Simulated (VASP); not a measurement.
# CdAg (Pm-3m) in VASP: single point with LDA

Aim: the single point of CdAg with LDA.

All numbers are computed with VASP 6.6.1; they aren't measurements. Logs are shortened: lines on timing, memory, paths and dates and some standing lists are left out, and cuts for length are marked.

**1. The structure**

Symmetry: Pm-3m, No. 221, cubic system. Conventional cell: a = 3.330 Å, b = 3.330 Å, c = 3.330 Å, α = 90.00°, β = 90.00°, γ = 90.00°. Cd (site symmetry m-3m) has 8 Ag at 2.88 Å as nearest neighbours. Ag (site symmetry m-3m) is surrounded by 8 Cd at 2.88 Å.

**2. Single point, LDA**

Input file INCAR:

```
SYSTEM = CdAg
ALGO = Normal
EDIFF = 1E-6
ENCUT = 520
ISIF = 2
ISMEAR = 0
LASPH = .True.
LCHARG = .True.
LELF = .True.
LREAL = .False.
LVHAR = .True.
LWAVE = .False.
NBANDS = 18
NELM = 80
PREC = Accurate
SIGMA = 0.1
```

Input file KPOINTS:

```
k-points
0
Gamma
  6 6 6
  0 0 0
```

Input file POSCAR:

```
CdAg
1.0
    3.3300000000      0.0000000000      0.0000000000
    0.0000000000      3.3300000000      0.0000000000
    0.0000000000      0.0000000000      3.3300000000
Cd Ag
1 1
Direct
    0.5000000000      0.5000000000      0.5000000000
    0.0000000000      0.0000000000      0.0000000000
```

Potentials or basis: VASP PAW LDA potentials, release 64 (Cd, Ag).

The run is started by

```
$ cat potpaw_LDA.64/Cd/POTCAR potpaw_LDA.64/Ag/POTCAR > POTCAR
$ mpirun -np 1 vasp_std > vasp.out
```

OUTCAR:

```text
SYSTEM = CdAg
   EDIFF = 1E-6
   ENCUT = 520
   ISIF = 2
   ISMEAR = 0
   LASPH = .True.
   LREAL = .False.
   NELM = 80
   PREC = Accurate

 ion  position               nearest neighbor table
   1  0.500  0.500  0.500-   2 2.88   2 2.88   2 2.88   2 2.88   2 2.88   2 2.88   2 2.88   2 2.88

   2  0.000  0.000  0.000-   1 2.88   1 2.88   1 2.88   1 2.88   1 2.88   1 2.88   1 2.88   1 2.88

  LATTYP: Found a simple cubic cell.
 ALAT       =     3.3300000000

  Lattice vectors:

 A1 = (   3.3300000000,   0.0000000000,   0.0000000000)
 A2 = (   0.0000000000,   3.3300000000,   0.0000000000)
 A3 = (   0.0000000000,   0.0000000000,   3.3300000000)

Analysis of symmetry for initial positions (statically):
=====================================================================
 Subroutine PRICEL returns:
 Original cell was already a primitive cell.

 Routine SETGRP: Setting up the symmetry group for a
 simple cubic supercell.

 Subroutine GETGRP returns: Found 48 space group operations
 (whereof 48 operations were pure point group operations)
 out of a pool of 48 trial point group operations.

The static configuration has the point symmetry O_h .

Analysis of symmetry for dynamics (positions and initial velocities):
=====================================================================
 Subroutine PRICEL returns:
 Original cell was already a primitive cell.

 Routine SETGRP: Setting up the symmetry group for a
 simple cubic supercell.

 Subroutine GETGRP returns: Found 48 space group operations
 (whereof 48 operations were pure point group operations)
 out of a pool of 48 trial point group operations.

The dynamic configuration has the point symmetry O_h .

 Subroutine INISYM returns: Found 48 space group operations
 (whereof 48 operations are pure point group operations),
 and found     1 'primitive' translations

----------------------------------------------------------------------------------------

                                     Primitive cell

  volume of cell :      36.9260

  direct lattice vectors                    reciprocal lattice vectors
     3.330000000  0.000000000  0.000000000     0.300300300  0.000000000  0.000000000
     0.000000000  3.330000000  0.000000000     0.000000000  0.300300300  0.000000000
     0.000000000  0.000000000  3.330000000     0.000000000  0.000000000  0.300300300

  length of vectors
     3.330000000  3.330000000  3.330000000     0.300300300  0.300300300  0.300300300

  position of ions in fractional coordinates (direct lattice)
     0.500000000  0.500000000  0.500000000
[... 74 lines left out ...]
   LREAL  =      F    real-space projection
   EDIFFG = 0.1E-04   stopping-criterion for IOM
   NSW    =      0    number of steps for IOM
   IBRION =     -1    ionic relax: 0-MD 1-quasi-New 2-CG
   NFREE  =      0    steps in history (QN), initial steepest desc. (CG)
   ISIF   =      2    stress and relaxation
   ISYM   =      2    0-nonsym 1-usesym 2-fastsym
   POTIM  = 0.5000    time-step for ionic-motion
   TEBEG  =    0.0;   TEEND  =   0.0 temperature during run
   PSTRESS=    0.0 pullay stress
   NELECT =      23.0000    total number of electrons
   NUPDOWN=      -1.0000    fix difference up-down
   EMIN   =  10.00;   EMAX   =-10.00  energy-range for DOS
   EFERMI =   0.00;   METHOD = LEGACY
   ISMEAR =     0;   SIGMA  =   0.10  broadening in eV -4-tet -1-fermi 0-gaus
   EFERMI_NEDOS =   21; number of points for ismear=-14 and -15
   IALGO  =     38    algorithm
   IMIX   =      4    mixing-type and parameters
     AMIX     =   0.40;   BMIX     =  1.00
     AMIX_MAG =   1.60;   BMIX_MAG =  1.00
  volume/ion in A,a.u.               =      18.46       124.59
  Fermi-wavevector in a.u.,A,eV,Ry     =   1.398105  2.642036 26.595286  1.954698
  Thomas-Fermi vector in A             =   2.521296
   LORBIT       =      0    0 simple, 1 ext, 2 COOP (PROOUT), +10 PAW based schemes
   GGA     = CA    functional components
   LHFCALC =     F    Hartree Fock is set to
   AEXX    =    0.0000 exact exchange contribution
   IVDW    =     0    specifies the selected vdW correction
   LEPSILON=     F    determine dielectric tensor
   LRPA    =     F    only Hartree local field effects (RPA)
 non-spin polarized calculation
 Gauss-broadening in eV      SIGMA  =   0.10
  energy-cutoff  :      520.00
  volume of cell :       36.93
 maximum number of plane-waves:      1021
 NGX is ok and might be reduce to    28
   NGX = 13   NGY = 13   NGZ = 13

 number of electron      22.9999997 magnetization

 Free energy of the ion-electron system (eV)
  ---------------------------------------------------
  ext. energy  EPLUGINS =         0.00000000
  ---------------------------------------------------
  free energy    TOTEN  =        -5.35207101 eV

  energy without entropy =       -5.34480393  energy(sigma->0) =       -5.34843747

 E-fermi :   5.5976     XC(G=0): -12.1893

 val. band max:        5.5519132189   @ k =   0.5000   0.3333   0.3333
 cond. band min:       5.6776823077   @ k =   0.3333   0.1667   0.1667
 fundamental gap:      0.1257690889
 Fermi energy:         5.5975901434

 k-point     1 :       0.0000    0.0000    0.0000
  band No.  band energies     occupation
      1      -3.7802      2.00000
      2      -3.7802      2.00000
      3      -3.2380      2.00000
      4      -3.0693      2.00000
      5      -3.0693      2.00000
      6      -3.0693      2.00000
[... 397 lines left out ...]
      5      -2.6563      2.00000
      6      -0.1771      2.00000
[... 10 lines left out ...]
     17       9.9162      0.00000
     18       9.9162      0.00000

------------------------ aborting loop because EDIFF is reached ----------------------------------------

  FORCE on cell =-STRESS in cart. coord.  units (eV):
  Direction    XX          YY          ZZ          XY          YZ          ZX
  --------------------------------------------------------------------------------------
  -------------------------------------------------------------------------------------
  Total       -1.0512783     -1.0512783     -1.0512783      0.0000000      0.0000000     -0.0000000
  in kB      -45.6137279    -45.6137279    -45.6137279      0.0000000      0.0000000     -0.0000000
  external PRESSURE =     -45.6137279 kB  Pullay stress =       0.0000000 kB

 VOLUME and BASIS-vectors are now :
 -----------------------------------------------------------------------------
  energy-cutoff  :      520.00
  volume of cell :       36.93
      direct lattice vectors                 reciprocal lattice vectors
     3.330000000  0.000000000  0.000000000     0.300300300  0.000000000  0.000000000
     0.000000000  3.330000000  0.000000000     0.000000000  0.300300300  0.000000000
     0.000000000  0.000000000  3.330000000     0.000000000  0.000000000  0.300300300

 POSITION                                       TOTAL-FORCE (eV/Angst)
 -----------------------------------------------------------------------------------
      1.66500      1.66500      1.66500         0.000000      0.000000      0.000000
      0.00000      0.00000      0.00000         0.000000      0.000000      0.000000
 -----------------------------------------------------------------------------------
    total drift:                                0.000000      0.000000      0.000000

  FREE ENERGIE OF THE ION-ELECTRON SYSTEM (eV)
  ---------------------------------------------------
  free  energy   TOTEN  =        -5.3520710076 eV

  energy  without entropy=       -5.3448039273  energy(sigma->0) =       -5.34843747
```

OSZICAR:

```text
N       E                     dE             d eps       ncg     rms          rms(c)
DAV:   1     0.156935238223E+03    0.15694E+03   -0.11838E+04   720   0.124E+03
DAV:   2    -0.241953879343E+01   -0.15935E+03   -0.15288E+03   742   0.318E+02
DAV:   3    -0.574816452042E+01   -0.33286E+01   -0.33170E+01   806   0.534E+01
DAV:   4    -0.575730667483E+01   -0.91422E-02   -0.91413E-02   784   0.265E+00
DAV:   5    -0.575737665855E+01   -0.69984E-04   -0.69983E-04   810   0.244E-01    0.667E+00
DAV:   6    -0.538634597298E+01    0.37103E+00   -0.12893E+00   744   0.116E+01    0.446E+00
DAV:   7    -0.536070600253E+01    0.25640E-01   -0.35182E-02   768   0.307E+00    0.272E+00
DAV:   8    -0.535224320538E+01    0.84628E-02   -0.85801E-03   750   0.864E-01    0.294E-01
DAV:   9    -0.535207033223E+01    0.17287E-03   -0.90610E-04   774   0.427E-01    0.938E-02
DAV:  10    -0.535207474432E+01   -0.44121E-05   -0.62002E-05   776   0.104E-01    0.256E-02
DAV:  11    -0.535207098070E+01    0.37636E-05   -0.14308E-05   766   0.607E-02    0.320E-03
DAV:  12    -0.535207100762E+01   -0.26913E-07   -0.41371E-07   380   0.659E-03
   1 F= -.53520710E+01 E0= -.53484375E+01  d E =-.726708E-02
```

stdout:

```text
POSCAR found type information on POSCAR CdAg
 POSCAR found :  2 types and       2 ions
 scaLAPACK will be used
 LDA part: xc-table for (Slater(with rela. corr.)+CA(PZ))
 , standard interpolation
 POSCAR, INCAR and KPOINTS ok, starting setup
 FFT: planning ... GRIDC
 FFT: planning ... GRID_SOFT
 FFT: planning ... GRID
 WAVECAR not read
 entering main loop
```

Run time: 5.9 s. Hardware: 1 thread of Intel Xeon 6975P-C (Granite Rapids), shared host; peak memory 0.14 GiB.

Results:

| Quantity | Value |
| --- | --- |
| Free energy | -5.3521 eV |
| Pressure | -4.6 GPa |
| Band gap on the k mesh | none (metal or under the smearing width) |

Levels at points of the mesh, in eV from the Fermi level:
| k point | band 8 | band 9 | band 10 | band 11 | band 12 | band 13 | band 14 | band 15 |
| --- | --- | --- | --- | --- | --- | --- | --- | --- |
| (0.00, 0.00, 0.00) | -5.18 | -4.30 | -4.30 | -4.30 | 4.98 | 4.98 | 4.98 | 9.48 |
| (0.50, 0.00, 0.00) | -4.97 | -4.97 | -4.73 | -4.47 | -2.87 | 10.28 | 10.28 | 10.68 |
| (0.50, 0.50, 0.00) | -4.39 | -4.39 | -4.05 | -1.45 | -1.45 | 1.37 | 1.84 | 11.16 |
| (0.50, 0.50, 0.50) | -5.77 | -4.02 | -4.02 | 2.26 | 4.17 | 4.17 | 4.17 | 4.31 |
